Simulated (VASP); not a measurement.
Input:

```
ZnF2
1.0
    4.72006     0.00000     0.00000
    0.00000     4.72006     0.00000
    0.00000     0.00000     3.14009
Zn F
2 4
Direct
  0.00000   0.00000   0.00000
  0.50000   0.50000   0.50000
  0.30359   0.30359   0.00000
  0.80359   0.19641   0.50000
  0.19641   0.80359   0.50000
  0.69641   0.69641   0.00000
```

Calculation: PBEsol GGA, VASP's PBE PAW potentials (set 64) (plane waves; VASP). Numerical set-up: 620 eV cut-off, 5×5×7 Γ-centred mesh, Gaussian smearing of 0.050 eV, potentials Zn F.

Problem. Estimate the energy per atom (σ→0), band gap (on the k-mesh) with the smallest direct gap where there is one.

Solution. 
* **band gap (on the k-mesh)**: 3.35 eV
* **smallest direct gap (on the k-mesh)**: 3.35 eV
* **energy per atom (σ→0)**: -4.120 eV/atom

The compound is ZnF2 in the rutile structure. It was relaxed first.
